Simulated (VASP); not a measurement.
Data:

```
CELL_PARAMETERS angstrom
      1.54588    -2.67754     0.00000
      1.54588     2.67754     0.00000
      0.00000     0.00000     5.07745
ATOMIC_POSITIONS crystal
  Si 0.66667 0.33333 0.49958
  Si 0.33333 0.66667 0.99958
  C  0.66667 0.33333 0.87542
  C  0.33333 0.66667 0.37542
```

Level of theory: PW91 GGA, VASP's PBE PAW potentials (set 64) (plane waves; VASP). Numerical set-up: 520 eV cut-off, 9×9×5 Γ-centred mesh, tetrahedra with Blöchl corrections, potentials Si C.

### Question
Tabulate the total density of states (states/eV per cell) against energy (eV; zero at the valence-band maximum or, without a gap, the Fermi level).

### Answer

```json
[
 {"E (eV)": "-9.95", "DOS (states/eV)": "0.00"},
 {"E (eV)": "-9.59", "DOS (states/eV)": "0.00"},
 {"E (eV)": "-9.11", "DOS (states/eV)": "0.00"},
 {"E (eV)": "-8.75", "DOS (states/eV)": "0.00"},
 {"E (eV)": "-8.39", "DOS (states/eV)": "0.03"},
 {"E (eV)": "-7.91", "DOS (states/eV)": "0.85"},
 {"E (eV)": "-7.55", "DOS (states/eV)": "1.82"},
 {"E (eV)": "-7.07", "DOS (states/eV)": "1.28"},
 {"E (eV)": "-6.71", "DOS (states/eV)": "0.88"},
 {"E (eV)": "-6.35", "DOS (states/eV)": "1.07"},
 {"E (eV)": "-5.87", "DOS (states/eV)": "1.07"},
 {"E (eV)": "-5.51", "DOS (states/eV)": "1.20"},
 {"E (eV)": "-5.15", "DOS (states/eV)": "1.16"},
 {"E (eV)": "-4.67", "DOS (states/eV)": "1.13"},
 {"E (eV)": "-4.31", "DOS (states/eV)": "1.42"},
 {"E (eV)": "-3.95", "DOS (states/eV)": "1.64"},
 {"E (eV)": "-3.47", "DOS (states/eV)": "1.70"},
 {"E (eV)": "-3.11", "DOS (states/eV)": "1.77"},
 {"E (eV)": "-2.75", "DOS (states/eV)": "2.24"},
 {"E (eV)": "-2.27", "DOS (states/eV)": "2.11"},
 {"E (eV)": "-1.91", "DOS (states/eV)": "2.44"},
 {"E (eV)": "-1.43", "DOS (states/eV)": "1.95"},
 {"E (eV)": "-1.07", "DOS (states/eV)": "1.29"},
 {"E (eV)": "-0.71", "DOS (states/eV)": "0.89"},
 {"E (eV)": "-0.23", "DOS (states/eV)": "0.31"},
 {"E (eV)": "0.13", "DOS (states/eV)": "0.00"},
 {"E (eV)": "0.49", "DOS (states/eV)": "0.00"},
 {"E (eV)": "0.97", "DOS (states/eV)": "0.00"},
 {"E (eV)": "1.33", "DOS (states/eV)": "0.00"},
 {"E (eV)": "1.69", "DOS (states/eV)": "0.00"},
 {"E (eV)": "2.17", "DOS (states/eV)": "0.00"},
 {"E (eV)": "2.53", "DOS (states/eV)": "0.01"},
 {"E (eV)": "2.89", "DOS (states/eV)": "0.11"},
 {"E (eV)": "3.37", "DOS (states/eV)": "0.88"},
 {"E (eV)": "3.73", "DOS (states/eV)": "1.43"},
 {"E (eV)": "4.21", "DOS (states/eV)": "1.57"},
 {"E (eV)": "4.57", "DOS (states/eV)": "1.57"},
 {"E (eV)": "4.93", "DOS (states/eV)": "1.31"},
 {"E (eV)": "5.41", "DOS (states/eV)": "1.54"},
 {"E (eV)": "5.77", "DOS (states/eV)": "1.18"}
]
```
Within 2 eV below the valence-band maximum the largest weight inside VASP's projection spheres is C p, then Si p.

The compound is SiC in the wurtzite structure, the rare 2H polytype. It was relaxed first.
